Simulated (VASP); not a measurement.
Consider the following.

```
CELL_PARAMETERS angstrom
      0.00000     2.35856     2.35856
      2.35856     0.00000     2.35856
      2.35856     2.35856     0.00000
ATOMIC_POSITIONS crystal
  Na 0.00000 0.00000 0.00000
  F  0.50000 0.50000 0.50000
```

These are AM05 GGA, VASP's PBE PAW potentials (set 64) (plane waves; VASP 6.6.1) values and carry that method's errors. Numerical set-up: 520 eV cut-off, 10×10×10 Γ-centred mesh, Gaussian smearing of 0.050 eV, potentials Na_pv F.

Predict the energy per atom (σ→0), pressure, band gap (on the k-mesh) with the smallest direct gap where there is one.

The band gap (on the k-mesh) is 6.10 eV, the smallest direct gap (on the k-mesh) is 6.10 eV and the energy per atom (σ→0) is -4.251 eV/atom. The pressure is -1.14 GPa.

The compound is NaF in the rock salt structure. This cell is one point of a volume scan, at 1.03 of the reference volume.
